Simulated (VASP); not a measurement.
Data:

```
CELL_PARAMETERS angstrom
      0.00000     3.49771     3.49771
      3.49771     0.00000     3.49771
      3.49771     3.49771     0.00000
ATOMIC_POSITIONS crystal
  Sr 0.00000 0.00000 0.00000
  Cl 0.25000 0.25000 0.25000
  Cl 0.75000 0.75000 0.75000
```

Level of theory: r2SCAN meta-GGA, VASP's PBE PAW potentials (set 64) (plane waves; VASP 6.6.1). Numerical set-up: PREC = Normal, EDIFF = 1E-5, 400 eV cut-off, 7×7×7 Γ-centred mesh, Gaussian smearing of 0.050 eV, potentials Sr_sv Cl.

Predict the energy per atom (σ→0).

The energy per atom (σ→0) is -11.896 eV/atom.

Total energies compare only between runs with the same potentials, cut-off and functional.

The compound is SrCl2 in the fluorite structure. It was relaxed first.
